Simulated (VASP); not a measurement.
**Nb₃Sn (A15): computed properties**

The numbers are results of PBE GGA, VASP's PBE PAW potentials (set 64) (plane waves; VASP), not measurements.

| Property | Result |
|---|---|
| space group | Pm-3n (223) |
| cell | a = b = c = 5.312 Å, α = β = γ = 90.00° |
| volume per atom | 18.74 Å³/atom |
| band gap (over mesh and band path) | none (metal, semimetal or under 0.01 eV) |
| density | 8.80 g/cm³ |

Nb3Sn is taken in the cubic space group Pm-3n (No. 223), the A15 (Cr3Si type) structure, Pearson symbol cP8. Lattice parameters: a = 5.3124 Å, b = 5.3124 Å, c = 5.3124 Å, α = 90.00°, β = 90.00°, γ = 90.00°. Nb on 6c is surrounded by 2 Nb at 2.656 Å and 8 Nb at 3.253 Å and 4 Sn at 2.970 Å. Sn on 2a is coordinated by 12 Nb at 2.970 Å. (Neighbours: up to the widest gap in distance over summed covalent radii, below 1.35, at either atom.)

Measured: a 5.289 Å (computed value off by +0.4 %), as given by Priinits et al., (2024), arXiv:2406.00817. The calculation is for a static lattice, while the measured a holds thermal and zero-point effects, which are part of the difference. Unless said otherwise, spin-orbit coupling is left out, though it shifts the bands of the heavy elements here.

The compound is Nb3Sn in the A15 structure. It was relaxed first. Symmetry was kept, so distortions that lower it aren't found.
